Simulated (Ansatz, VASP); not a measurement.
NaY: VASP beside Ansatz

Contents of INCAR:

```
ALGO = Normal
EDIFF = 1E-7
ENCUT = 520
ISIF = 2
ISMEAR = -1
LASPH = T
LCHARG = F
LMAXMIX = 4
LMIXTAU = T
LREAL = F
LWAVE = F
METAGGA = R2SCAN
NELM = 60
PREC = Accurate
SIGMA = 0.05
```

The input KPOINTS:

```
k-points
0
Gamma
  7 7 7
```

The input POSCAR:

```
NaY
1.0
    4.0118800000      0.0000000000      0.0000000000
    0.0000000000      4.0118800000      0.0000000000
    0.0000000000      0.0000000000      4.0118800000
Na Y
1 1
Direct
    0.0000000000      0.0000000000      0.0000000000
    0.5000000000      0.5000000000      0.5000000000
```

The input KPOINTS_OPT:

```
path GXMGRX,MR
10
line-mode
reciprocal
 0.0000000000  0.0000000000  0.0000000000  G
 0.0000000000  0.5000000000  0.0000000000  X

 0.0000000000  0.5000000000  0.0000000000  X
 0.5000000000  0.5000000000  0.0000000000  M

 0.5000000000  0.5000000000  0.0000000000  M
 0.0000000000  0.0000000000  0.0000000000  G

 0.0000000000  0.0000000000  0.0000000000  G
 0.5000000000  0.5000000000  0.5000000000  R

 0.5000000000  0.5000000000  0.5000000000  R
 0.0000000000  0.5000000000  0.0000000000  X

 0.5000000000  0.5000000000  0.0000000000  M
 0.5000000000  0.5000000000  0.5000000000  R
```

The input input.yaml:

```yaml
crystal:
  lattice:
    - [4.01188, 0.0, 0.0]
    - [0.0, 4.01188, 0.0]
    - [0.0, 0.0, 4.01188]
  atoms:
    - { symbol: Na, position: [0.0, 0.0, 0.0] }
    - { symbol: "Y", position: [0.5, 0.5, 0.5] }
hamiltonian:
  xc: r2scan
  pseudopotentials: { kind: paw }
kpoints:
  mp_grid: { grid: [7, 7, 7] }
  band_path:
    path:
      - [[0.0, 0.0, 0.0], [0.0, 0.5, 0.0], [0.5, 0.5, 0.0], [0.0, 0.0, 0.0], [0.5, 0.5, 0.5], [0.0, 0.5, 0.0]]
      - [[0.5, 0.5, 0.0], [0.5, 0.5, 0.5]]
    npoints: 14
scf:
  occupations: { method: fermi_dirac, width: 0.05 }
  n_extra_bands: 6
output:
  forces: true
  stress: true
  eigenvalues: true
  fatbands: false
```

The cell was built by a generator and needn't be a form met in nature.

Alike in both runs: task band structure; functional r2SCAN; k mesh 7 × 7 × 7; occupations fermi-dirac, width 0.05 eV; no spin polarisation.

|  | VASP | Ansatz |
| --- | --- | --- |
| version | VASP 6.6.1 | Ansatz 0.2.0 |
| potentials or method | VASP PAW PBE potentials, release 64 (Na_pv, Y_sv) | Ansatz PAW |
| plane-wave cutoff (eV) | 520 | 500 |
| valence electrons in the cell | 18 | 20 |

|  | VASP | Ansatz | Ansatz less VASP |
| --- | --- | --- | --- |
| gap on the k mesh at the Fermi level (eV) | none | none | - |
| pressure (GPa) | 0.2 | 0.3 | +0.03 |

A gap of «none» marks a metal or a gap that the smearing closes. The two sets of potentials don't hold the same shells in valence.

Caveats: the PAW data sets were made with another functional, which shifts forces and pressure a little (VASP); the PAW data sets come from PBE, with cores solved anew for the run's functional, which leaves a small shift of forces and pressure (Ansatz).
